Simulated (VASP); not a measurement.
# Ca2ZrN2 (Immm) in VASP: further runs, part 2 of 2

VASP 6.6.1. Earlier steps stand in the parts before.

### 4 Relaxation of cell and atoms, PBE

The input, INCAR:

```
SYSTEM = Ca2ZrN2
ALGO = Normal
EDIFF = 1E-7
EDIFFG = -0.005
ENCUT = 520
GGA = PE
IBRION = 2
ISIF = 3
ISMEAR = 0
KPAR = 8
LASPH = .TRUE.
LCHARG = .FALSE.
LREAL = .FALSE.
LWAVE = .FALSE.
NELM = 120
NSW = 60
POTIM = 0.3
PREC = Accurate
SIGMA = 0.1
```

The input, KPOINTS:

```
k-points
0
G
  10 10 10
  0 0 0
```

The input, POSCAR:

```
Ca2ZrN2                                 
1.0
   -1.6467682405      2.5624361477      5.1556594050
    1.6467682405     -2.5624361477      5.1556594050
    1.6467682405      2.5624361477     -5.1556594050
  Ca              Zr              N             
     2     1     2
Direct
     0.8221487908337625    0.3221487908337625    0.5000000000000000
     0.1778512091662376    0.6778512091662375    0.5000000000000000
     0.5000000000000000    0.0000000000000000    0.5000000000000000
     0.3548308568720521    0.3548308568720521    0.0000000000000000
     0.6451691431279480    0.6451691431279480    0.0000000000000000
```

Potentials or basis: VASP PAW PBE potentials, release 64 (Ca_sv, Zr_sv, N).

Started as:

```console
$ cat potpaw_PBE.64/Ca_sv/POTCAR potpaw_PBE.64/Zr_sv/POTCAR potpaw_PBE.64/N/POTCAR > POTCAR
$ mpirun -np 8 vasp_std > vasp.out
```

OUTCAR:

```text
SYSTEM = Ca2ZrN2
   EDIFF = 1E-7
   EDIFFG = -0.005
   ENCUT = 520
   GGA = PE
   IBRION = 2
   ISIF = 3
   ISMEAR = 0
   LASPH = .TRUE.
   LREAL = .FALSE.
   NELM = 120
   NSW = 60
   POTIM = 0.3
   PREC = Accurate

 ion  position               nearest neighbor table
   1  0.822  0.322  0.500-   5 2.46   5 2.46   3 3.32
   2  0.178  0.678  0.500-   4 2.46   4 2.46   3 3.32
   3  0.500  0.000  0.500-   5 2.23   4 2.23   5 2.23   4 2.23   2 3.32   1 3.32
   4  0.355  0.355  0.000-   3 2.23   3 2.23   2 2.46   2 2.46
   5  0.645  0.645  0.000-   3 2.23   3 2.23   1 2.46   1 2.46

  LATTYP: Found a body centered orthorhombic cell.
 ALAT       =     3.2935364810
 B/A-ratio  =     1.5560393288
 C/A-ratio  =     3.1307741297

  Lattice vectors:

 A1 = (  -1.6467682405,   2.5624361477,   5.1556594050)
 A2 = (   1.6467682405,  -2.5624361477,   5.1556594050)
 A3 = (   1.6467682405,   2.5624361477,  -5.1556594050)

Analysis of symmetry for initial positions (statically):
=====================================================================
 Subroutine PRICEL returns:
 Original cell was already a primitive cell.

 Routine SETGRP: Setting up the symmetry group for a
 body centered orthorhombic supercell.

 Subroutine GETGRP returns: Found  8 space group operations
 (whereof  8 operations were pure point group operations)
 out of a pool of  8 trial point group operations.

The static configuration has the point symmetry D_2h.

Analysis of symmetry for dynamics (positions and initial velocities):
=====================================================================
 Subroutine PRICEL returns:
 Original cell was already a primitive cell.

 Routine SETGRP: Setting up the symmetry group for a
[... 188 lines left out ...]
      0.00000      2.56244      0.00000         0.000000      0.000000      0.000000
      0.00000      0.00000      3.65877        -0.000000      0.000000      0.001630
      0.00000      0.00000      6.65254         0.000000      0.000000     -0.001630
 -----------------------------------------------------------------------------------
    total drift:                               -0.000000     -0.000000      0.000000

  FREE ENERGIE OF THE ION-ELECTRON SYSTEM (eV)
  ---------------------------------------------------
  free  energy   TOTEN  =       -34.3611819070 eV

  energy  without entropy=      -34.3514675789  energy(sigma->0) =      -34.35632474

--------------------------------------- Ionic step        2  -------------------------------------------

 number of electron      42.0000000 magnetization

 Free energy of the ion-electron system (eV)
  ---------------------------------------------------
  ext. energy  EPLUGINS =         0.00000000
  ---------------------------------------------------
  free energy    TOTEN  =       -34.36118775 eV

  energy without entropy =      -34.35148278  energy(sigma->0) =      -34.35633526

 E-fermi :   5.7461     XC(G=0): -10.2603

 val. band max:        5.7422213963   @ k =   0.2000   0.2000   0.2000
 cond. band min:       5.7580037061   @ k =   0.4000   0.1000   0.1000
 fundamental gap:      0.0157823098
 Fermi energy:         5.7460569027

 k-point     1 :       0.0000    0.0000    0.0000
  band No.  band energies     occupation
      1     -43.3723      2.00000
      2     -34.8433      2.00000
      3     -34.7743      2.00000
      4     -21.5245      2.00000
      5     -21.5020      2.00000
      6     -21.1603      2.00000
[... 661 lines left out ...]
     24       7.4029      0.00000
     25       8.2915      0.00000

 [... further k-points ...]

------------------------ aborting loop because EDIFF is reached ----------------------------------------

  FORCE on cell =-STRESS in cart. coord.  units (eV):
  Direction    XX          YY          ZZ          XY          YZ          ZX
  --------------------------------------------------------------------------------------
  -------------------------------------------------------------------------------------
  Total       -0.0058360     -0.0029814      0.0081882     -0.0000000      0.0000000      0.0000000
  in kB       -0.1074497     -0.0548920      0.1507563     -0.0000000      0.0000000      0.0000000
  external PRESSURE =      -0.0038618 kB  Pullay stress =       0.0000000 kB

 VOLUME and BASIS-vectors are now :
 -----------------------------------------------------------------------------
  energy-cutoff  :      520.00
  volume of cell :       87.02
      direct lattice vectors                 reciprocal lattice vectors
    -1.646550190  2.562393241  5.156360375     0.000000000  0.195130081  0.096967621
     1.646550190 -2.562393241  5.156360375     0.303665204  0.000000000  0.096967621
     1.646550190  2.562393241 -5.156360375     0.303665204  0.195130081  0.000000000

 POSITION                                       TOTAL-FORCE (eV/Angst)
 -----------------------------------------------------------------------------------
      0.00000      2.56239      3.32240        -0.000000     -0.000000      0.003862
      1.64655      0.00000      1.83396         0.000000      0.000000     -0.003862
      0.00000      2.56239      0.00000        -0.000000     -0.000000      0.000000
      1.64655      2.56239     -1.49704        -0.000000      0.000000      0.001262
      0.00000      0.00000      6.65340         0.000000      0.000000     -0.001262
 -----------------------------------------------------------------------------------
    total drift:                               -0.000000     -0.000000      0.000000

  FREE ENERGIE OF THE ION-ELECTRON SYSTEM (eV)
  ---------------------------------------------------
  free  energy   TOTEN  =       -34.3611877450 eV

  energy  without entropy=      -34.3514827806  energy(sigma->0) =      -34.35633526

 reached required accuracy - stopping structural energy minimisation
```

OSZICAR:

```text
N       E                     dE             d eps       ncg     rms          rms(c)
DAV:   1     0.442384200390E+03    0.44238E+03   -0.22293E+04  8566   0.168E+03
DAV:   2    -0.392923981678E+01   -0.44631E+03   -0.44167E+03 10361   0.477E+02
[... 14 lines left out ...]
   1 F= -.34361182E+02 E0= -.34356325E+02  d E =-.343612E+02
       N       E                     dE             d eps       ncg     rms          rms(c)
DAV:   1    -0.343611913323E+02   -0.94559E-05   -0.72251E-04  8880   0.219E-01    0.153E-02
DAV:   2    -0.343611892531E+02    0.20792E-05   -0.17088E-05 12028   0.337E-02    0.856E-03
DAV:   3    -0.343611877133E+02    0.15398E-05   -0.28653E-06 11396   0.138E-02    0.147E-03
DAV:   4    -0.343611877450E+02   -0.31740E-07   -0.26809E-07  8328   0.338E-03
   2 F= -.34361188E+02 E0= -.34356335E+02  d E =-.583799E-05
```

CONTCAR:

```text
Ca2ZrN2
   1.00000000000000
    -1.6465501896141994    2.5623932405610121    5.1563603749966953
     1.6465501896141994   -2.5623932405610121    5.1563603749966953
     1.6465501896141994    2.5623932405610121   -5.1563603749966953
  Ca              Zr              N
     2     1     2
Direct
     0.8221655630458570    0.3221655630458570    0.5000000000000000
     0.1778344369541430    0.6778344369541430    0.5000000000000000
     0.5000000000000000    0.0000000000000000    0.5000000000000000
     0.3548354320812251    0.3548354320812251    1.0000000000000000
     0.6451645679187749    0.6451645679187749    0.0000000000000000

  0.00000000E+00  0.00000000E+00  0.00000000E+00
  0.00000000E+00  0.00000000E+00  0.00000000E+00
  0.00000000E+00  0.00000000E+00  0.00000000E+00
  0.00000000E+00  0.00000000E+00  0.00000000E+00
  0.00000000E+00  0.00000000E+00  0.00000000E+00
```

Wall time 70 s (8 MPI ranks of Intel Xeon 6975P-C (Granite Rapids), shared host); peak memory 0.62 GiB.

Results:

* Free energy: -34.3612 eV
* Energy gained by relaxing: 0.0 meV/atom
* Ionic steps: 2
* Pressure after relaxing: 0.0 GPa
* Largest force after relaxing: 0.004 eV/Å
* Band gap on the k mesh: none (metal or under the smearing width)

Forces in eV/Å, atoms in the order of the input:
```
Ca   0.000  0.000  0.004
Ca   0.000  0.000 -0.004
Zr   0.000  0.000  0.000
N    0.000  0.000  0.001
N    0.000  0.000 -0.001
```

Final structure:
```
Ca Zr N
1.0
    -1.64655    2.56239    5.15636
     1.64655   -2.56239    5.15636
     1.64655    2.56239   -5.15636
Ca Zr N
2 1 2
Direct
  0.82217 0.32217 0.50000
  0.17783 0.67783 0.50000
  0.50000 0.00000 0.50000
  0.35484 0.35484 0.00000
  0.64516 0.64516 0.00000
```

Levels at points of the mesh, in eV from the Fermi level:
| k point | band 19 | band 20 | band 21 | band 22 | band 23 | band 24 |
| --- | --- | --- | --- | --- | --- | --- |
| (0.00, 0.00, 0.00) | -2.32 | -2.03 | -1.51 | 1.53 | 1.54 | 2.17 |
| (0.50, 0.00, 0.00) | -2.00 | -1.60 | -0.04 | -0.02 | 0.58 | 2.21 |
| (0.00, 0.50, 0.00) | -2.57 | -2.02 | -0.92 | -0.33 | 1.23 | 2.09 |
| (0.50, 0.50, 0.00) | -2.68 | -2.45 | 0.28 | 0.42 | 0.45 | 1.28 |
| (0.50, 0.50, 0.50) | -2.41 | -2.02 | -1.53 | 0.05 | 2.06 | 2.37 |
